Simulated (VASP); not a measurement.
Given:

```
CELL_PARAMETERS angstrom
      0.00000     3.04295     3.04295
      3.04295     0.00000     3.04295
      3.04295     3.04295     0.00000
ATOMIC_POSITIONS crystal
  S  0.00000 0.00000 0.00000
  Ag 0.25000 0.25000 0.25000
  Ag 0.75000 0.75000 0.75000
```

The numbers are results of PBEsol GGA with spin-orbit coupling, VASP's PBE PAW potentials (set 64) (plane waves; VASP), not measurements. Settings: 400 eV cut-off, 8×8×8 Γ-centred mesh, Gaussian smearing of 0.050 eV, potentials S Ag.

Question: Give the energies of bands 19 to 32 at the high-symmetry points, in eV from the valence-band maximum.

Answer: 
```tsv
band	Γ	X	U	L	W
19	-2.68	-3.19	-3.55	-3.80	-3.58
20	-2.68	-3.19	-3.55	-3.80	-3.58
21	-2.68	-2.67	-3.38	-3.75	-3.52
22	-2.68	-2.67	-3.38	-3.75	-3.52
23	-1.37	-2.60	-3.28	-3.37	-3.34
24	-1.37	-2.60	-3.28	-3.37	-3.34
25	0.00	-2.45	-2.10	-0.59	-2.18
26	0.00	-2.45	-2.10	-0.59	-2.18
27	0.00	-2.11	-1.64	-0.41	-2.02
28	0.00	-2.11	-1.64	-0.41	-2.02
29	0.05	2.16	2.51	0.58	4.40
30	0.05	2.16	2.51	0.58	4.40
31	3.89	2.88	4.34	5.03	4.54
32	3.89	2.88	4.34	5.03	4.54
```

The gap is direct, 0.05 eV, from the valence maximum at Γ to the conduction minimum at Γ.

The structure was generated: Ag2S was put into the fluorite type (Fm-3m), which need not be its known phase. It was relaxed first.
